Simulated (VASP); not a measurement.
Here is the system:

```yaml
crystal:
  lattice:
    - [1.52767, 0.88200, 6.35032]
    - [-1.52767, 0.88200, 6.35032]
    - [0.00000, -1.76400, 6.35032]
  atoms:
    - { symbol: Re, position: [0.00011, 0.00011, 0.00011] }
    - { symbol: S, position: [0.75206, 0.75206, 0.75206] }
    - { symbol: S, position: [0.58113, 0.58113, 0.58113] }
```

Calculation: PBEsol GGA, VASP's PBE PAW potentials (set 64) (plane waves; VASP 6.6.1). Settings: 400 eV cut-off, Gaussian smearing of 0.050 eV, potentials Re S.

Without a dispersion term in the relaxation, distances and binding between the weakly bound layers, chains or molecules are unreliable, and so is what depends on them.

Question: Give the energies of bands 4 to 12 at the high-symmetry points, in eV from the Fermi level.

Answer: 
```json
[
 {"band": "4", "Γ": "-4.71", "T": "-5.40", "H2": "-7.61", "L": "-7.44", "S0": "-7.60", "F": "-7.61"},
 {"band": "5", "Γ": "-4.71", "T": "-4.72", "H2": "-6.61", "L": "-6.75", "S0": "-6.65", "F": "-6.50"},
 {"band": "6", "Γ": "-3.46", "T": "-4.72", "H2": "-5.89", "L": "-5.35", "S0": "-5.90", "F": "-5.30"},
 {"band": "7", "Γ": "-3.45", "T": "-3.43", "H2": "-5.51", "L": "-4.19", "S0": "-5.44", "F": "-4.73"},
 {"band": "8", "Γ": "-3.45", "T": "-3.43", "H2": "-4.60", "L": "-3.34", "S0": "-4.65", "F": "-3.09"},
 {"band": "9", "Γ": "-3.18", "T": "-2.19", "H2": "-2.36", "L": "-2.62", "S0": "-2.34", "F": "-2.79"},
 {"band": "10", "Γ": "0.96", "T": "1.04", "H2": "-0.21", "L": "0.47", "S0": "-0.24", "F": "0.43"},
 {"band": "11", "Γ": "0.96", "T": "1.04", "H2": "0.45", "L": "0.61", "S0": "0.45", "F": "0.84"},
 {"band": "12", "Γ": "1.17", "T": "1.07", "H2": "1.55", "L": "2.09", "S0": "1.52", "F": "1.61"}
]
```

It has no gap at this level: it comes out as a metal or semimetal.

The structure was generated: ReS2 was put into the 3R-MoS2 type (R3m), which need not be its known phase. It was relaxed first, which changed the volume by -5 %. The electron count is odd and the run is not spin-polarised, which forces a metal.
